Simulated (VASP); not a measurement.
Input:

```
Re
1.0
    1.37832    -2.38733     0.00000
    1.37832     2.38733     0.00000
    0.00000     0.00000     4.46655
Re
2
Direct
  0.33333   0.66667   0.25000
  0.66667   0.33333   0.75000
```

Level of theory: r2SCAN meta-GGA, VASP's PBE PAW potentials (set 64) (plane waves; VASP). Settings: 520 eV cut-off, 17×17×9 Γ-centred mesh, tetrahedra with Blöchl corrections, potentials Re.

Q: Give the energies of bands 1 to 10 at the high-symmetry points, in eV from the Fermi level.

A: 
```
band       Γ      M      K      A      L      H
----  ------  -----  -----  -----  -----  -----
1     -10.33  -6.24  -5.41  -7.87  -6.55  -4.72
2      -6.92  -6.09  -4.23  -7.87  -6.55  -4.72
3      -1.66  -5.48  -4.23  -2.51  -4.28  -3.89
4      -1.60  -1.94  -3.54  -2.51  -4.28  -3.89
5      -1.60  -1.84  -2.21  -1.73   0.47  -2.27
6      -0.74  -1.45  -2.21  -1.73   0.47  -2.27
7      -0.74  -0.64  -0.04  -1.73   0.93   0.09
8       0.27   4.17   3.17  -1.73   0.93   0.09
9       0.27   4.55   3.17   2.69   4.49   3.54
10      0.54   4.71   3.64   2.69   4.49   3.54
```

It has no gap at this level: it comes out as a metal or semimetal.

The compound is Re in the hcp structure. It was relaxed first.
